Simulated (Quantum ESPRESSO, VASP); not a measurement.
Given: the input of a run of VASP 6.6.1 on Sn3Se. The cell comes from a database or a generator and needn't be the stable form of this composition.

File INCAR:

```
SYSTEM = Sn3Se
ALGO     = Normal         ! electronic algorithm
EDIFF    = 1E-7           ! SCF threshold, eV
ENCUT    = 520            ! plane-wave cutoff, eV
GGA      = PS             ! functional
ISIF     = 2              ! what is computed and relaxed
ISMEAR   = -1             ! smearing method
LASPH    = .TRUE.         ! aspherical terms in the spheres
LCHARG   = .FALSE.        ! write CHGCAR
LREAL    = .FALSE.        ! projectors in reciprocal space
LWAVE    = .FALSE.        ! write WAVECAR
NBANDS   = 32             ! bands
NELM     = 80             ! most SCF steps
PREC     = Accurate       ! precision mode
SIGMA    = 0.05           ! smearing width, eV
```

KPOINTS

```
k-points
0
G
  6 6 6
  0 0 0
```

Contents of POSCAR:

```
Sn3Se
1.0
    0.0000000000      3.7331380000      3.7331380000
    3.7331380000      0.0000000000      3.7331380000
    3.7331380000      3.7331380000      0.0000000000
Sn Se
3 1
Direct
    0.5000000000      0.5000000000      0.5000000000
    0.7500000000      0.7500000000      0.7500000000
    0.2500000000      0.2500000000      0.2500000000
    0.0000000000      0.0000000000      0.0000000000
```

Potentials or basis: VASP PAW PBE potentials, release 64 (Sn_d, Se).

Run with:

```bash
$ cat potpaw_PBE.64/Sn_d/POTCAR potpaw_PBE.64/Se/POTCAR > POTCAR
$ mpirun -np 1 vasp_std > vasp.out
```

Question: Set up the same calculation for Quantum ESPRESSO 7.5. Potentials or basis there: GBRV 1.5 PBEsol, cutoff 925 eV.

Answer: As run (cutoffs and basis follow the program's own potentials, and thresholds, step limits or extra output files can differ):

pw.in

```
&CONTROL
  calculation = 'scf'
  prefix = 'pwscf'
  outdir = './tmp'
  pseudo_dir = './pseudo'
  tprnfor = .true.
  tstress = .true.
  disk_io = 'low'
/
&SYSTEM
  ibrav = 0
  nat = 4
  ntyp = 2
  ecutwfc = 68
  ecutrho = 544
  nbnd = 33
  occupations = 'smearing'
  smearing = 'fd'
  degauss = 0.00367493
/
&ELECTRONS
  conv_thr = 8d-10
  electron_maxstep = 120
  mixing_beta = 0.5
/
ATOMIC_SPECIES
Sn   118.7100 sn_pbesol_v1.4.uspp.F.UPF
Se    78.9710 se_pbesol_v1.uspp.F.UPF
CELL_PARAMETERS angstrom
   0.0000000000    3.7331380000    3.7331380000
   3.7331380000    0.0000000000    3.7331380000
   3.7331380000    3.7331380000    0.0000000000
ATOMIC_POSITIONS crystal
Sn     0.5000000000    0.5000000000    0.5000000000
Sn     0.7500000000    0.7500000000    0.7500000000
Sn     0.2500000000    0.2500000000    0.2500000000
Se     0.0000000000    0.0000000000    0.0000000000
K_POINTS automatic
6 6 6 0 0 0
```

Contents of pp_density.in:

```
&INPUTPP
  prefix = 'pwscf'
  outdir = './tmp'
  filplot = 'density.dat'
  plot_num = 0
/
&PLOT
  nfile = 1
  filepp(1) = 'density.dat'
  iflag = 3
  output_format = 6
  fileout = 'density.cube'
/
```

Contents of pp_potential.in:

```
&INPUTPP
  prefix = 'pwscf'
  outdir = './tmp'
  filplot = 'potential.dat'
  plot_num = 11
/
&PLOT
  nfile = 1
  filepp(1) = 'potential.dat'
  iflag = 3
  output_format = 6
  fileout = 'potential.cube'
/
```

Potentials or basis: GBRV 1.5 PBEsol.

The run is started by

```bash
$ OMP_NUM_THREADS=1 mpirun -n 2 pw.x -nk 2 -in pw.in > pw.out
$ OMP_NUM_THREADS=1 mpirun -n 1 pp.x -in pp_density.in > pp_density.out
$ OMP_NUM_THREADS=1 mpirun -n 1 pp.x -in pp_potential.in > pp_potential.out
```

Both were run:

|  | VASP | Quantum ESPRESSO |
| --- | --- | --- |
| Pressure | -3.2 GPa | -3.4 GPa |

VASP's potentials were made for PBE.

Pressure is positive in compression.
